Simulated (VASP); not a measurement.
**ClSnIH2: relaxation of the atoms with PBE**

ClSnIH2, in a box:

```xyz
5
Lattice="13.0000 0.0000 0.0000 0.0000 12.0000 0.0000 0.0000 0.0000 13.0000" Properties=species:S:1:pos:R:3 pbc="T T T"
Cl    4.7635    6.7630    6.9120
Sn    6.7582    6.0041    6.0234
I     8.2327    5.1134    8.0700
H     6.4430    4.6906    4.9888
H     7.5797    7.3418    5.3406
```

The cell isn't the ideal one: atoms moved at random, drawn with an rms of 0.02 Å.

```json
{"Program": "VASP 6.6.1", "Task": "relaxation of the atoms", "Functional": "PBE", "Potentials or basis": "VASP PAW PBE potentials, release 64 (Cl, Sn_d, I, H)", "Cutoff": "520 eV", "k mesh": "1 × 1 × 1", "Occupations": "gaussian, width 0.01 eV", "Spin": "no spin polarisation", "Further INCAR settings": "ALGO = Fast; EDIFF = 1e-07; IBRION = 2; EDIFFG = -0.01; NSW = 60"}
```

```json
{"Energy gained by relaxing": "3.6 meV/atom", "Ionic steps": "13", "Largest force after relaxing": "0.009 eV/Å", "Gap between the frontier levels": "3.89 eV"}
```

Forces on the atoms (eV/Å):
```
Cl  -0.005  0.001 -0.007
Sn  -0.005  0.002 -0.002
I    0.007 -0.003 -0.006
H   -0.001 -0.002  0.009
H    0.004  0.002  0.006
```

Step by step:
```csv
step,energy change (eV),largest force (eV/Å),pressure (GPa)
1,0.0000,0.4935,0.05
2,-0.0121,0.1917,0.01
3,-0.0123,0.1698,0.02
4,-0.0151,0.0945,0.00
5,-0.0156,0.0857,-0.01
6,-0.0165,0.0710,-0.01
7,-0.0168,0.1148,-0.01
8,-0.0174,0.0720,-0.01
9,-0.0178,0.0503,-0.01
10,-0.0178,0.0523,-0.01
11,-0.0179,0.0107,0.00
12,-0.0179,0.0106,0.00
13,-0.0179,0.0094,0.00
```

Final structure:
```
Cl Sn I H
1.0
    13.00000    0.00000    0.00000
     0.00000   12.00000    0.00000
     0.00000    0.00000   13.00000
Cl Sn I H
1 1 1 2
Direct
  0.36491 0.56407 0.53040
  0.52219 0.49989 0.46386
  0.63538 0.42459 0.62312
  0.49384 0.39124 0.38311
  0.58193 0.61295 0.40987
```

Levels at points of the mesh, in eV from the valence-band top:
```tsv
k point	band 11	band 12	band 13	band 14	band 15	band 16	band 17	band 18	band 19
(0.00, 0.00, 0.00)	-1.93	-0.85	-0.85	-0.06	0.00	3.89	5.00	5.63	6.30
```

Run time: 15 min on 1 thread of AMD EPYC 9R45 96-Core Processor (Zen 5), with other jobs on the host, peak memory 1.8 GiB.

Caveat: spin-orbit coupling is left out, which moves the levels of the heavy elements.
